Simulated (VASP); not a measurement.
```
PtSe2
1.0
    1.88298    -3.26141     0.00000
    1.88298     3.26141     0.00000
    0.00000     0.00000     5.42602
Pt Se
1 2
Direct
  0.00000   0.00000   0.00000
  0.33333   0.66667   0.24159
  0.66667   0.33333   0.75841
```

Level of theory: revTPSS meta-GGA, VASP's PBE PAW potentials (set 64) (plane waves; VASP). Numerical set-up: 520 eV cut-off, 10×10×6 Γ-centred mesh, first-order Methfessel-Paxton smearing of 0.10 eV, potentials Pt Se.

Without a dispersion term in the relaxation, distances and binding between the weakly bound layers, chains or molecules are unreliable, and so is what depends on them.

Task: The ions and cell shape at fixed volume are relaxed. Which structure does the run end with?

Result: 
```
PtSe2
1.0
    1.85925    -3.22032     0.00000
    1.85925     3.22032     0.00000
    0.00000     0.00000     5.56539
Pt Se
1 2
Direct
  0.00000   0.00000   0.00000
  0.33333   0.66667   0.23415
  0.66667   0.33333   0.76585
```
Space group P-3m1 (164), at a tolerance of 0.03 Å.

Task: How much energy does the relaxation gain?

Result: The energy (σ→0) changes by -6.5 meV/atom, in 8 ionic steps.

The compound is PtSe2 in the 1T layered structure. This cell is one point of a volume scan, at 1.03 of the reference volume. Symmetry was kept, so distortions that lower it aren't found.
